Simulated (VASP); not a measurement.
A run of VASP 6.6.1:

The input INCAR:

```
  ALGO = Fast
  EDIFF = 1E-4
  EDIFFG = -0.08
  ENCUT = 520
  GGA = PE
  IBRION = 2
  ISIF = 3
  ISMEAR = 0
  LASPH = T
  LCHARG = F
  LREAL = F
  LWAVE = F
  NELM = 60
  NSW = 24
  PREC = Normal
  SIGMA = 0.15
```

Contents of KPOINTS:

```
k-points
0
Gamma
  3 3 3
```

Contents of POSCAR:

```
Zn4Te3O
1.0
    5.8864302200      0.0000000000      0.0000000000
    0.0000000000      5.8864302200      0.0000000000
    0.0000000000      0.0000000000      5.8864302200
Zn Te O
4 3 1
Direct
    0.5000000000      0.0000000000      0.0000000000
    0.0000000000      0.5000000000      0.0000000000
    0.0000000000      0.0000000000      0.5000000000
    0.5000000000      0.5000000000      0.5000000000
    0.0000000000      0.5000000000      0.5000000000
    0.5000000000      0.0000000000      0.5000000000
    0.5000000000      0.5000000000      0.0000000000
    0.0000000000      0.0000000000      0.0000000000
```

Potentials or basis: VASP PAW PBE potentials, release 64 (Zn, Te, O).

The run is started by

```bash
$ cat potpaw_PBE.64/Zn/POTCAR potpaw_PBE.64/Te/POTCAR potpaw_PBE.64/O/POTCAR > POTCAR
$ mpirun -np 1 vasp_std > vasp.out
```

Hardware: 1 thread of Intel(R) Xeon(R) Platinum 8488C (Sapphire Rapids), with other jobs on the host.

Q: Estimate the wall time of this run.

A: Wall time 47 s on 1 thread of Intel(R) Xeon(R) Platinum 8488C (Sapphire Rapids), with other jobs on the host, peak memory 0.23 GiB. Counts: scf iterations 32, k points 4, ion steps 3.
